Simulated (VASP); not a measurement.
VASP ran on this input.

INCAR:
```
ALGO = Normal
EDIFF = 1E-6
EDIFFG = -0.02
ENCUT = 400
GGA = PS
IBRION = 2
ISIF = 3
ISMEAR = 0
LASPH = .TRUE.
LCHARG = .FALSE.
LMAXMIX = 4
LREAL = .FALSE.
LWAVE = .FALSE.
NELM = 100
NSW = 60
PREC = Accurate
SIGMA = 0.05
SYSTEM = ZrSe2
```

**KPOINTS**
```
Automatic mesh
0
Gamma
6 6 3
0 0 0
```

POSCAR:
```
ZrSe2
1.0
  3.7498000178   0.0000000000   0.0000000000
 -1.8749000089   3.2474216094   0.0000000000
  0.0000000000   0.0000000000   6.2400086179
Zr Se
1 2
Cart
 -1.8749000089   3.2474216094   0.0000000000
 -0.0000018749   2.1649488221   1.5751279659
  1.8749018838   1.0824727873   4.6648806520
```

POTCAR, in this order: Zr_sv Se (PBE.64 set). Program: vasp_std.

Problem. Translate this PBEsol calculation to Ansatz.

Solution. One equivalent input (not run):
Ansatz 0.2 input:
```yaml
crystal:
  lattice:
    - [3.7498000, 0.0000000, 0.0000000]
    - [-1.8749000, 3.2474216, 0.0000000]
    - [0.0000000, 0.0000000, 6.2400086]
  atoms:
    - { symbol: Zr, position: [0.0000000, 1.0000000, 0.0000000] }
    - { symbol: Se, position: [0.3333330, 0.6666670, 0.2524240] }
    - { symbol: Se, position: [0.6666670, 0.3333330, 0.7475760] }
kpoints:
  mp_grid: { grid: [6, 6, 3] }
hamiltonian:
  xc: pbesol
  pseudopotentials: { kind: paw }
scf:
  occupations: { method: gaussian, width: 0.05 }
  max_iter: 100
relax:
  max_steps: 60
  f_tol: 0.02
  cell: {}
output: { forces: true, stress: true, eigenvalues: true }
```
Limits of the translation: each code has its own PAW files, so the cut-off isn't converted (ENCUT is set for VASP's; basis.ecutwfc is left out, and Ansatz then takes the one that its files recommend); Ansatz stops its SCF on the density residual and VASP on the energy change (EDIFF).

The structure comes from a measured ZrSe2 entry (P-3m1) of the Crystallography Open Database, whose conditions weren't checked. This run relaxes it. Symmetry was kept, so distortions that lower it aren't found. The start is the result of an earlier pass.
